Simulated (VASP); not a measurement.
# C: relaxation of cell and atoms with rev-vdW-DF2

The system is C, a slab with vacuum.

```
CELL_PARAMETERS angstrom
2.47000 0.00000 0.00000
-1.23500 2.13908 0.00000
0.00000 0.00000 21.42895
ATOMIC_POSITIONS crystal
C 0.00000 0.00000 0.41999
C 0.66667 0.33333 0.42158
C 0.00000 0.00000 0.57842
C 0.33333 0.66667 0.58001
```

| Quantity | Value |
| --- | --- |
| Program | VASP 6.6.1 |
| Task | relaxation of cell and atoms |
| Functional | rev-vdW-DF2 |
| Potentials or basis | VASP PAW PBE potentials, release 64 (C) |
| Cutoff | 600 eV |
| k mesh | 15 × 15 × 1 |
| Occupations | gaussian, width 0.03 eV |
| Spin | no spin polarisation |
| Further INCAR settings | ALGO = Normal; EDIFF = 1e-06; IBRION = 2; EDIFFG = -0.01; NSW = 90; ISIF = 3 |

```json
{"Relaxed volume": "28.17 Å³/atom", "Relaxed cell": "a = 2.464 Å, b = 2.464 Å, c = 21.429 Å, α = 90.00°, β = 90.00°, γ = 120.00°", "Space group after relaxing (to 0.05 Å)": "P-3m1 (No. 164)", "Energy gained by relaxing": "5.3 meV/atom", "Ionic steps": "20", "Largest force after relaxing": "0.006 eV/Å", "Band gap on the k mesh": "0.00 eV, direct"}
```

Forces on the atoms (eV/Å):
```
C    0.000  0.000  0.006
C    0.000  0.000 -0.005
C    0.000  0.000  0.004
C    0.000  0.000 -0.005
```

The path:
```
step  energy change (eV)  largest force (eV/Å)  pressure (GPa)  volume (Å³)
   1              0.0000                0.5804           -0.66       113.22
   2             -0.0067                0.3472            1.26       111.57
   3             -0.0192                0.0793            0.40       112.31
   4             -0.0173                0.1204           -0.82       113.38
   5             -0.0204                0.0112           -0.07       112.72
   6             -0.0204                0.0114           -0.07       112.71
   7             -0.0205                0.0153           -0.06       112.70
   8             -0.0205                0.0232           -0.04       112.69
   9             -0.0207                0.0394            0.00       112.66
  10             -0.0206                0.0728            0.08       112.60
  11             -0.0207                0.0534            0.03       112.63
  12             -0.0207                0.0527            0.03       112.64
  13             -0.0207                0.0515            0.03       112.64
  14             -0.0207                0.0496            0.02       112.65
  15             -0.0208                0.0473            0.00       112.66
  16             -0.0209                0.0422           -0.03       112.69
  17             -0.0210                0.0315           -0.09       112.75
  18             -0.0210                0.0266           -0.12       112.78
  19             -0.0210                0.0173           -0.09       112.75
  20             -0.0211                0.0056           -0.02       112.69
```

Final structure:
```
C
1.0
     2.46420    0.00000    0.00000
    -1.23210    2.13406    0.00000
     0.00000    0.00000   21.42895
C
4
Cartesian
  0.0000 0.0000 9.0469
  1.2321 0.7114 9.0465
  0.0000 0.0000 12.3818
  0.0000 1.4227 12.3828
```

Levels at points of the mesh, in eV from the valence-band top:
```tsv
k point	band 6	band 7	band 8	band 9	band 10	band 11
(0.00, 0.00, 0.00)	-3.08	-3.07	-3.07	3.08	3.48	4.64
```

Wall time 20 min on 1 thread of Intel(R) Xeon(R) 6975P-C (Granite Rapids) (shared host), peak memory 0.62 GiB.

Caveat: the PAW data sets were made with another functional, which shifts forces and pressure a little.
